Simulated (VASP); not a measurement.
Output of a VASP run:

**OSZICAR**
```
       N       E                     dE             d eps       ncg     rms          rms(c)
DAV:   1     0.201854425811E+02    0.20185E+02   -0.41510E+03   530   0.779E+02
DAV:   2    -0.925215548622E+01   -0.29438E+02   -0.28730E+02   854   0.123E+02
DAV:   3    -0.100734418109E+02   -0.82129E+00   -0.81449E+00   647   0.213E+01
DAV:   4    -0.100788843361E+02   -0.54425E-02   -0.54395E-02   794   0.194E+00
DAV:   5    -0.100789051868E+02   -0.20851E-04   -0.20849E-04   675   0.765E-02    0.107E+01
DAV:   6    -0.998607206621E+01    0.92833E-01   -0.50200E-02   646   0.137E+00    0.638E+00
DAV:   7    -0.994491924176E+01    0.41153E-01   -0.82073E-02   610   0.181E+00    0.162E-01
DAV:   8    -0.994434042184E+01    0.57882E-03   -0.39289E-03   591   0.486E-01    0.446E-02
DAV:   9    -0.994434095221E+01   -0.53038E-06   -0.59527E-05   755   0.652E-02    0.291E-02
DAV:  10    -0.994434172077E+01   -0.76855E-06   -0.93595E-07   502   0.839E-03
   1 F= -.99443417E+01 E0= -.99421535E+01  d E =-.994434E+01
       N       E                     dE             d eps       ncg     rms          rms(c)
DAV:   1    -0.116109804302E+02   -0.16666E+01   -0.32218E+01   542   0.312E+01    0.570E+00
DAV:   2    -0.107189113009E+02    0.89207E+00   -0.11540E+00   529   0.743E+00    0.295E+00
DAV:   3    -0.103749174106E+02    0.34399E+00   -0.10469E+00   560   0.553E+00    0.149E+00
DAV:   4    -0.103747515783E+02    0.16583E-03   -0.12539E-02   578   0.890E-01    0.112E+00
DAV:   5    -0.103726787591E+02    0.20728E-02   -0.11992E-03   616   0.227E-01    0.474E-01
DAV:   6    -0.103723853597E+02    0.29340E-03   -0.13318E-04   703   0.908E-02    0.109E-01
DAV:   7    -0.103723910506E+02   -0.56909E-05   -0.37118E-06   549   0.168E-02    0.463E-02
DAV:   8    -0.103723907528E+02    0.29782E-06   -0.10847E-06   494   0.759E-03
   2 F= -.10372391E+02 E0= -.10369298E+02  d E =-.428049E+00
       N       E                     dE             d eps       ncg     rms          rms(c)
DAV:   1    -0.103807744035E+02   -0.83834E-02   -0.17087E-01   569   0.245E+00    0.424E-01
DAV:   2    -0.103757082826E+02    0.50661E-02   -0.62629E-03   544   0.518E-01    0.223E-01
DAV:   3    -0.103738918984E+02    0.18164E-02   -0.51656E-03   567   0.394E-01    0.683E-02
DAV:   4    -0.103738898564E+02    0.20420E-05   -0.58542E-05   591   0.643E-02    0.289E-02
DAV:   5    -0.103738897732E+02    0.83151E-07   -0.15197E-06   525   0.984E-03
   3 F= -.10373890E+02 E0= -.10371342E+02  d E =-.429548E+00
```

**OUTCAR**
```
------------------------ aborting loop because EDIFF is reached ----------------------------------------
  FORCE on cell =-STRESS in cart. coord.  units (eV):
  Direction    XX          YY          ZZ          XY          YZ          ZX
  --------------------------------------------------------------------------------------
  Total        0.0188387      0.0188387      0.0188387      0.0000000      0.0000000      0.0000000
  in kB        0.7791032      0.7791032      0.7791032      0.0000000      0.0000000      0.0000000
  external PRESSURE =       0.7791032 kB  Pullay stress =       0.0000000 kB
  volume of cell :       38.74
      direct lattice vectors                 reciprocal lattice vectors
     0.000000000  2.685625353  2.685625353    -0.186176378  0.186176378  0.186176378
     2.685625353  0.000000000  2.685625353     0.186176378 -0.186176378  0.186176378
     2.685625353  2.685625353  0.000000000     0.186176378  0.186176378 -0.186176378
 POSITION                                       TOTAL-FORCE (eV/Angst)
 -----------------------------------------------------------------------------------
      4.02844      4.02844      4.02844        -0.000000     -0.000000     -0.000000
      2.68563      2.68563      2.68563         0.000000      0.000000      0.000000
 -----------------------------------------------------------------------------------
    total drift:                                0.000000      0.000000      0.000000
  FREE ENERGIE OF THE ION-ELECTRON SYSTEM (eV)
  ---------------------------------------------------
  free  energy   TOTEN  =       -10.3738897732 eV

  energy  without entropy=      -10.3687934600  energy(sigma->0) =      -10.37134162

 reached required accuracy - stopping structural energy minimisation
```
(Selected blocks of OUTCAR.)

POSCAR:
```
P
1
    0.0000000000     2.4710590000     2.4710590000
    2.4710590000     0.0000000000     2.4710590000
    2.4710590000     2.4710590000     0.0000000000
P
2
Direct
  0.7500000000   0.7500000000   0.7500000000
  0.5000000000   0.5000000000   0.5000000000
```

Question: Reconstruct the remaining input files.

Answer: Several could match; the one computed here: the input of the run itself, PBEsol GGA, plane waves, VASP's PBE PAW potentials (set 64).

### KPOINTS
```
kpoints
0
gamma
 8 8 8
```

### INCAR
```
GGA=PS   ! PBEsol
LASPH=T   ! aspherical one-centre terms
NELM=100
NSW=60
ENCUT=400   ! plane-wave cut-off (eV)
LREAL=F   ! projection in real space or not
IBRION=2   ! conjugate gradients
EDIFFG=-0.01   ! ionic stop
SYSTEM=P
ISMEAR=0   ! Gaussian
LWAVE=F
EDIFF=1E-6
ISIF=3   ! ions, shape and volume
ALGO=Normal   ! blocked Davidson
PREC=Accurate
SIGMA=0.05   ! width (eV)
LCHARG=F
```

POTCAR, in this order: P (PBE.64 set). Program: vasp_std.

Energy and stress use the plane-wave basis of the starting cell.

The structure was generated: P was put into the diamond type (Fd-3m), which need not be its known phase. This run relaxes it. Symmetry was kept, so distortions that lower it aren't found.
